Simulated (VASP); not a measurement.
# SrSiGe (P-6m2) in VASP: notebook

The runs below take SrSiGe through single point, with LDA.

All numbers are computed with VASP 6.6.1; they aren't measurements. Logs are shortened: lines on timing, memory, paths and dates and some standing lists are left out, and cuts for length are marked.

## 1. Starting point

It takes space group P-6m2 (No. 187, hexagonal). The conventional cell has a = 4.334 Å, b = 4.334 Å, c = 4.532 Å, α = 90.00°, β = 90.00°, γ = 120.00°. Around Sr (site symmetry -6m2) lie 6 Si at 3.38 Å and 6 Ge at 3.38 Å. Si (site symmetry -6m2) is surrounded by 3 Ge at 2.50 Å. Ge (site symmetry -6m2) is surrounded by 3 Si at 2.50 Å.

The cell comes from a database or a generator and needn't be the stable form of this composition.

## 2. Single point, LDA

Contents of INCAR:

```
SYSTEM = SrSiGe
ALGO     = Normal         ! electronic algorithm
EDIFF    = 1E-7           ! SCF threshold, eV
ENCUT    = 520            ! plane-wave cutoff, eV
ISIF     = 2              ! what is computed and relaxed
ISMEAR   = -1             ! smearing method
ISYM     = 0            
LASPH    = .TRUE.         ! aspherical terms in the spheres
LCHARG   = .FALSE.        ! write CHGCAR
LREAL    = .FALSE.        ! projectors in reciprocal space
LWAVE    = .FALSE.        ! write WAVECAR
NBANDS   = 21             ! bands
NELM     = 100            ! most SCF steps
PREC     = Accurate       ! precision mode
SIGMA    = 0.2            ! smearing width, eV
```

Contents of KPOINTS:

```
Automatic mesh
0
Gamma
  5 5 4
  0.5 0.5 0.5
```

Contents of POSCAR:

```
SrSiGe
1.0
    4.3342400000      0.0000000000      0.0000000000
   -2.1671200000      3.7535600000      0.0000000000
    0.0000000000      0.0000000000      4.5315500000
Sr Si Ge
1 1 1
Direct
    0.6666666667      0.3333333333      0.0000000000
    0.3333333333      0.6666666667      0.5000000000
    0.0000000000      0.0000000000      0.5000000000
```

Potentials or basis: VASP PAW LDA potentials, release 64 (Sr_sv, Si, Ge_d).

Launch:

```sh
$ cat potpaw_LDA.64/Sr_sv/POTCAR potpaw_LDA.64/Si/POTCAR potpaw_LDA.64/Ge_d/POTCAR > POTCAR
$ mpirun -np 1 vasp_std > vasp.out
```

OUTCAR:

```text
SYSTEM = SrSiGe
   EDIFF = 1E-7
   ENCUT = 520
   ISIF = 2
   ISMEAR = -1
   ISYM = 0
   LASPH = .TRUE.
   LREAL = .FALSE.
   NELM = 100
   PREC = Accurate

 ion  position               nearest neighbor table
   1  0.667  0.333  0.000-   2 3.38   2 3.38   3 3.38   3 3.38   3 3.38   3 3.38   2 3.38   2 3.38
                             3 3.38   3 3.38   2 3.38   2 3.38
   2  0.333  0.667  0.500-   3 2.50   3 2.50   3 2.50   1 3.38   1 3.38   1 3.38   1 3.38   1 3.38
                             1 3.38
   3  0.000  0.000  0.500-   2 2.50   2 2.50   2 2.50   1 3.38   1 3.38   1 3.38   1 3.38   1 3.38
                             1 3.38

IMPORTANT INFORMATION: All symmetrisations will be switched off!
NOSYMM: (Re-)initialisation of all symmetry stuff for point group C_1.

----------------------------------------------------------------------------------------

                                     Primitive cell

  volume of cell :      73.7230

  direct lattice vectors                    reciprocal lattice vectors
     4.334240000  0.000000000  0.000000000     0.230720957  0.133206876  0.000000000
    -2.167120000  3.753560000  0.000000000     0.000000000  0.266413751  0.000000000
     0.000000000  0.000000000  4.531550000     0.000000000  0.000000000  0.220675045

  length of vectors
     4.334240000  4.334238315  4.531550000     0.266413648  0.266413751  0.220675045

  position of ions in fractional coordinates (direct lattice)
     0.666666667  0.333333333  0.000000000
     0.333333333  0.666666667  0.500000000
     0.000000000  0.000000000  0.500000000

  ion indices of the primitive-cell ions
   primitive index   ion index
                 1           1
                 2           2
                 3           3

----------------------------------------------------------------------------------------

 KPOINTS: Automatic mesh

Automatic generation of k-mesh.
 Grid dimensions read from file:
 generate k-points for:    5    5    4

 Generating k-lattice:

  Cartesian coordinates                     Fractional coordinates (reciprocal lattice)
     0.046144191  0.026641375  0.000000000     0.200000000  0.000000000  0.000000000
     0.000000000  0.053282750  0.000000000     0.000000000  0.200000000  0.000000000
     0.000000000  0.000000000  0.055168761     0.000000000  0.000000000  0.250000000

  Length of vectors
     0.053282730  0.053282750  0.055168761

[... 43 lines left out ...]
 SYSTEM =  SrSiGe
   PREC   = accura    normal or accurate (medium, high low for compatibility)
   ISTART =      0    job   : 0-new  1-cont  2-samecut
   ICHARG =      2    charge: 1-file 2-atom 10-const
   ISPIN  =      1    spin polarized calculation?
   LNONCOLLINEAR =      F non collinear calculations
   LSORBIT =      F    spin-orbit coupling
   LASPH  =      T    aspherical Exc in radial PAW
   ENCUT  =  520.0 eV  38.22 Ry    6.18 a.u.   8.06  8.06  8.43*2*pi/ulx,y,z
   NELM   =    100;   NELMIN=  2; NELMDL= -5     # of ELM steps
   EDIFF  = 0.1E-06   stopping-criterion for ELM
   LREAL  =      F    real-space projection
   EDIFFG = 0.1E-05   stopping-criterion for IOM
   NSW    =      0    number of steps for IOM
   IBRION =     -1    ionic relax: 0-MD 1-quasi-New 2-CG
   NFREE  =      0    steps in history (QN), initial steepest desc. (CG)
   ISIF   =      2    stress and relaxation
   ISYM   =      0    0-nonsym 1-usesym 2-fastsym
   POTIM  = 0.5000    time-step for ionic-motion
   TEBEG  =    0.0;   TEEND  =   0.0 temperature during run
   PSTRESS=    0.0 pullay stress
   NELECT =      28.0000    total number of electrons
   NUPDOWN=      -1.0000    fix difference up-down
   EMIN   =  10.00;   EMAX   =-10.00  energy-range for DOS
   EFERMI =   0.00;   METHOD = LEGACY
   ISMEAR =    -1;   SIGMA  =   0.20  broadening in eV -4-tet -1-fermi 0-gaus
   EFERMI_NEDOS =   21; number of points for ismear=-14 and -15
   IALGO  =     38    algorithm
   IMIX   =      4    mixing-type and parameters
     AMIX     =   0.40;   BMIX     =  1.00
     AMIX_MAG =   1.60;   BMIX_MAG =  1.00
  volume/ion in A,a.u.               =      24.57       165.84
  Fermi-wavevector in a.u.,A,eV,Ry     =   1.185568  2.240399 19.123962  1.405572
  Thomas-Fermi vector in A             =   2.321759
   LORBIT       =      0    0 simple, 1 ext, 2 COOP (PROOUT), +10 PAW based schemes
   GGA     = CA    functional components
   LHFCALC =     F    Hartree Fock is set to
   AEXX    =    0.0000 exact exchange contribution
   IVDW    =     0    specifies the selected vdW correction
   LEPSILON=     F    determine dielectric tensor
   LRPA    =     F    only Hartree local field effects (RPA)
 non-spin polarized calculation
  energy-cutoff  :      520.00
  volume of cell :       73.72
 maximum number of plane-waves:      1995
   NGX = 17   NGY = 17   NGZ = 17

 number of electron      27.9999990 magnetization

 Free energy of the ion-electron system (eV)
  ---------------------------------------------------
  ext. energy  EPLUGINS =         0.00000000
  ---------------------------------------------------
  free energy    TOTEN  =       -14.36730524 eV

  energy without entropy =      -14.14836034  energy(sigma->0) =      -14.25783279

 E-fermi :   4.5394     XC(G=0):  -9.8869

 val. band max:        4.4953355465   @ k =  -0.3000   0.3000   0.3750
 cond. band min:       4.6339845696   @ k =   0.1000   0.5000  -0.3750
 fundamental gap:      0.1386490232
 Fermi energy:         4.5394472102

 k-point     1 :       0.1000    0.1000    0.1250
  band No.  band energies     occupation
      1     -30.6044      2.00000
      2     -20.0247      2.00000
      3     -20.0236      2.00000
      4     -19.9680      2.00000
      5     -19.9677      2.00000
      6     -19.9642      2.00000
[... 565 lines left out ...]
     20       9.5322      0.00000
     21      10.7732      0.00000

 [... further k-points ...]
[... 5 lines left out ...]
  --------------------------------------------------------------------------------------
  -------------------------------------------------------------------------------------
  Total       -1.5080049     -1.5080144     -1.4917948      0.0000026     -0.0000018      0.0000004
  in kB      -32.7725513    -32.7727559    -32.4202667      0.0000566     -0.0000386      0.0000087
  external PRESSURE =     -32.6551913 kB  Pullay stress =       0.0000000 kB

 VOLUME and BASIS-vectors are now :
 -----------------------------------------------------------------------------
  energy-cutoff  :      520.00
  volume of cell :       73.72
      direct lattice vectors                 reciprocal lattice vectors
     4.334240000  0.000000000  0.000000000     0.230720957  0.133206876  0.000000000
    -2.167120000  3.753560000  0.000000000     0.000000000  0.266413751  0.000000000
     0.000000000  0.000000000  4.531550000     0.000000000  0.000000000  0.220675045

 POSITION                                       TOTAL-FORCE (eV/Angst)
 -----------------------------------------------------------------------------------
      2.16712      1.25119      0.00000        -0.000001      0.000000      0.000000
     -0.00000      2.50237      2.26578        -0.000000      0.000002     -0.000000
      0.00000      0.00000      2.26578         0.000001     -0.000002      0.000000
 -----------------------------------------------------------------------------------
    total drift:                                0.000002     -0.000001     -0.000000

  FREE ENERGIE OF THE ION-ELECTRON SYSTEM (eV)
  ---------------------------------------------------
  free  energy   TOTEN  =       -14.3673052430 eV

  energy  without entropy=      -14.1483603416  energy(sigma->0) =      -14.25783279
```

Run time: 1.8 min. Hardware: 1 thread of Intel Xeon Platinum 8488C (Sapphire Rapids), shared host; peak memory 0.35 GiB.

Results:

```
Free energy            : -14.3673 eV
Pressure               : -3.3 GPa
Band gap on the k mesh : none (metal or under the smearing width)
```

## 3. Single point, LDA

Contents of INCAR:

```
PREC     = Accurate       # precision mode
ENCUT    = 520            # plane-wave cutoff, eV
EDIFF    = 1E-6           # SCF threshold, eV
ISMEAR   = -1             # smearing method
SIGMA    = 0.2            # smearing width, eV
LREAL    = False          # projectors in reciprocal space
LASPH    = True           # aspherical terms in the spheres
NELM     = 100            # most SCF steps
ALGO     = Fast           # electronic algorithm
ISIF     = 2              # what is computed and relaxed
LWAVE    = False          # write WAVECAR
LCHARG   = False          # write CHGCAR
GGA      = CA             # functional
ISYM     = 0            
NBANDS   = 21             # bands
```

KPOINTS is that of step 2.

POSCAR is that of step 2.

Potentials or basis: VASP PAW LDA potentials, release 64 (Sr_sv, Si, Ge_d).

Launch:

```sh
$ cat potpaw_LDA.64/Sr_sv/POTCAR potpaw_LDA.64/Si/POTCAR potpaw_LDA.64/Ge_d/POTCAR > POTCAR
$ mpirun -np 1 vasp_std > vasp.out
```

OUTCAR:

```text
PREC = Accurate
   ENCUT = 520
   EDIFF = 1E-6
   ISMEAR = -1
   LREAL = False
   LASPH = True
   NELM = 100
   ISIF = 2
   GGA = CA
   ISYM = 0

 ion  position               nearest neighbor table
   1  0.667  0.333  0.000-   2 3.38   2 3.38   3 3.38   3 3.38   3 3.38   3 3.38   2 3.38   2 3.38
                             3 3.38   3 3.38   2 3.38   2 3.38
   2  0.333  0.667  0.500-   3 2.50   3 2.50   3 2.50   1 3.38   1 3.38   1 3.38   1 3.38   1 3.38
                             1 3.38
   3  0.000  0.000  0.500-   2 2.50   2 2.50   2 2.50   1 3.38   1 3.38   1 3.38   1 3.38   1 3.38
                             1 3.38

IMPORTANT INFORMATION: All symmetrisations will be switched off!
NOSYMM: (Re-)initialisation of all symmetry stuff for point group C_1.

----------------------------------------------------------------------------------------

                                     Primitive cell

  volume of cell :      73.7230

  direct lattice vectors                    reciprocal lattice vectors
     4.334240000  0.000000000  0.000000000     0.230720957  0.133206876  0.000000000
    -2.167120000  3.753560000  0.000000000     0.000000000  0.266413751  0.000000000
     0.000000000  0.000000000  4.531550000     0.000000000  0.000000000  0.220675045

  length of vectors
     4.334240000  4.334238315  4.531550000     0.266413648  0.266413751  0.220675045
[... 128 lines left out ...]
  free energy    TOTEN  =       -14.36730284 eV

  energy without entropy =      -14.14835673  energy(sigma->0) =      -14.25782978

 E-fermi :   4.5397     XC(G=0):  -9.8869

 val. band max:        4.4955703687   @ k =   0.3000  -0.0000   0.3750
 cond. band min:       4.6342802219   @ k =   0.1000   0.5000  -0.3750
 fundamental gap:      0.1387098532
 Fermi energy:         4.5397114392

 k-point     1 :       0.1000    0.1000    0.1250
  band No.  band energies     occupation
      1     -30.6056      2.00000
      2     -20.0243      2.00000
      3     -20.0232      2.00000
      4     -19.9675      2.00000
      5     -19.9672      2.00000
      6     -19.9638      2.00000
[... 565 lines left out ...]
     20       9.5321      0.00000
     21      10.7752      0.00000

 [... further k-points ...]
[... 5 lines left out ...]
  --------------------------------------------------------------------------------------
  -------------------------------------------------------------------------------------
  Total       -1.5083203     -1.5083839     -1.4938278     -0.0000106     -0.0000143      0.0000112
  in kB      -32.7794048    -32.7807878    -32.4644478     -0.0002298     -0.0003098      0.0002424
  external PRESSURE =     -32.6748801 kB  Pullay stress =       0.0000000 kB

 VOLUME and BASIS-vectors are now :
 -----------------------------------------------------------------------------
  energy-cutoff  :      520.00
  volume of cell :       73.72
      direct lattice vectors                 reciprocal lattice vectors
     4.334240000  0.000000000  0.000000000     0.230720957  0.133206876  0.000000000
    -2.167120000  3.753560000  0.000000000     0.000000000  0.266413751  0.000000000
     0.000000000  0.000000000  4.531550000     0.000000000  0.000000000  0.220675045

 POSITION                                       TOTAL-FORCE (eV/Angst)
 -----------------------------------------------------------------------------------
      2.16712      1.25119      0.00000        -0.000000     -0.000006     -0.000000
     -0.00000      2.50237      2.26578         0.000004      0.000002     -0.000002
      0.00000      0.00000      2.26578        -0.000003      0.000003      0.000003
 -----------------------------------------------------------------------------------
    total drift:                               -0.000001     -0.000008      0.000005

  FREE ENERGIE OF THE ION-ELECTRON SYSTEM (eV)
  ---------------------------------------------------
  free  energy   TOTEN  =       -14.3673028365 eV

  energy  without entropy=      -14.1483567329  energy(sigma->0) =      -14.25782978
```

OSZICAR:

```text
N       E                     dE             d eps       ncg     rms          rms(c)
DAV:   1     0.208055964006E+03    0.20806E+03   -0.13662E+04  7196   0.223E+03
DAV:   2     0.127161766043E+02   -0.19534E+03   -0.18834E+03  6615   0.590E+02
DAV:   3    -0.124534102753E+02   -0.25170E+02   -0.24878E+02  7539   0.122E+02
[... 21 lines left out ...]
RMM:  25    -0.143672975753E+02   -0.23925E-05   -0.24372E-05  7094   0.160E-02    0.386E-03
RMM:  26    -0.143672994397E+02   -0.18643E-05   -0.18431E-05  6925   0.144E-02    0.451E-03
RMM:  27    -0.143673009315E+02   -0.14919E-05   -0.14584E-05  6872   0.128E-02    0.563E-03
RMM:  28    -0.143673019824E+02   -0.10509E-05   -0.10831E-05  6613   0.109E-02    0.575E-03
RMM:  29    -0.143673028365E+02   -0.85406E-06   -0.86394E-06  6494   0.100E-02
   1 F= -.14367303E+02 E0= -.14257830E+02  d E =-.218946E+00
```

It took 4.4 min on 1 thread of Intel Xeon Platinum 8488C (Sapphire Rapids), shared host; peak memory 0.35 GiB.

Results:

```
Free energy            : -14.3673 eV
Pressure               : -3.3 GPa
Band gap on the k mesh : none (metal or under the smearing width)
```

Levels at points of the mesh, in eV from the Fermi level:
```
           k point  band 11  band 12  band 13  band 14  band 15  band 16  band 17  band 18
(0.10, 0.10, 0.12)    -4.61    -2.67    -2.34    -0.10     0.59     1.80     2.07     2.98
```
